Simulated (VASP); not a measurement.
Wanted: the native input for a VASP 6.6.1 run.

```yaml
Task: relaxation of cell and atoms
Functional: PBEsol
Potentials_or_basis: VASP PAW PBE potentials, release 64 (In_d, Sb)
Cutoff: 600 eV
k_mesh: 10 × 10 × 10
Occupations: gaussian, width 0.03 eV
Spin: no spin polarisation
Further_INCAR_settings: ALGO = Normal; EDIFF = 1e-07; IBRION = 2; EDIFFG = -0.005; NSW = 90; ISIF = 3
```

The structure of InSb lies in POSCAR:

```
InSb                                    
1.0
    0.0000000000      3.2603245802      3.2603245802
    3.2603245802     -0.0000000000      3.2603245802
    3.2603245802      3.2603245802     -0.0000000000
  In              Sb            
     1     1
Direct
     0.0000000000000000    0.0000000000000000    0.0000000000000000
     0.2500000000000000    0.2500000000000000    0.2500000000000000
```

One way to write it, as run:

INCAR

```
SYSTEM = InSb
ALGO = Normal
EDIFF = 1E-7
EDIFFG = -0.005
ENCUT = 600
GGA = PS
IBRION = 2
ISIF = 3
ISMEAR = 0
KPAR = 8
LASPH = .True.
LCHARG = .False.
LREAL = .False.
LWAVE = .False.
NELM = 80
NSW = 90
PREC = Accurate
SIGMA = 0.03
```

KPOINTS

```
k-points
0
Gamma
  10 10 10
  0 0 0
```

Potentials or basis: VASP PAW PBE potentials, release 64 (In_d, Sb).

The run is started by

```console
$ cat potpaw_PBE.64/In_d/POTCAR potpaw_PBE.64/Sb/POTCAR > POTCAR
$ mpirun -np 8 vasp_std > vasp.out
```

It gave:

```json
{"Pressure after relaxing": "0.0 GPa", "Band gap on the k mesh": "none (metal or under the smearing width)"}
```

Caveat: the relaxation stopped at its first step, so nothing moved; the PAW data sets were made with another functional, which shifts forces and pressure a little; this crystal is a semiconductor, whose small gap the functional closes, so the metal is an error of the method.

It took 10 s on 8 MPI ranks on AMD EPYC 9R45 (Zen 5) (shared host), peak memory 0.26 GiB a rank.
